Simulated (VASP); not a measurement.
All values below come from PBEsol GGA, VASP's PBE PAW potentials (set 64) (plane waves; VASP 6.6.1).

Input for VASP

POSCAR:
```
SrTe
1
    0.0000000000     3.1260980184     3.1260980184
    3.1260980184     0.0000000000     3.1260980184
    3.1260980184     3.1260980184     0.0000000000
Sr Te
1 1
Direct
  0.0000000000   0.0000000000   0.0000000000
  0.2500000000   0.2500000000   0.2500000000
```

**KPOINTS**
```
kpoints
0
gamma
 7 7 7
0 0 0
```

### INCAR
```
SYSTEM = SrTe
PREC = Accurate
ENCUT = 500
EDIFF = 1E-6
NELM = 100
ALGO = Normal
LREAL = .FALSE.
LASPH = .TRUE.
ISMEAR = 0
SIGMA = 0.05
GGA = PS
LMAXMIX = 4
LWAVE = .FALSE.
LCHARG = .FALSE.
IBRION = 2
ISIF = 3
NSW = 40
EDIFFG = -0.02
PSTRESS = 450
```

POTCAR, in this order: Sr_sv Te (PBE.64 set). Program: vasp_std.

Energy and stress use the plane-wave basis of the starting cell.

Q: Estimate the energy per atom (σ→0), volume per atom.

A: 
```yaml
energy per atom (σ→0): -2.132 eV/atom
volume_per_atom: 27.40 Å³/atom
```

**OSZICAR**
```
...
DAV:   1    -0.426522812903E+01    0.37817E-01   -0.10617E-02   556   0.894E-01    0.262E-01
DAV:   2    -0.426490518318E+01    0.32295E-03   -0.11182E-03   608   0.300E-01    0.169E-01
DAV:   3    -0.426477647965E+01    0.12870E-03   -0.20723E-04   860   0.106E-01    0.125E-01
DAV:   4    -0.426476866023E+01    0.78194E-05   -0.69158E-05   836   0.486E-02    0.500E-02
DAV:   5    -0.426477452624E+01   -0.58660E-05   -0.23713E-05   796   0.282E-02    0.707E-03
DAV:   6    -0.426477558852E+01   -0.10623E-05   -0.89423E-07   336   0.101E-02    0.411E-03
DAV:   7    -0.426477549730E+01    0.91213E-07   -0.15360E-07   264   0.325E-03
   5 F= 0.11129266E+02 E0= 0.11129266E+02  d E =-.314848E+00
```

The structure was generated: SrTe was put into the zinc blende type (F-43m), which need not be its known phase. This run relaxes it under an external pressure of 45 GPa. Symmetry was kept, so distortions that lower it aren't found.
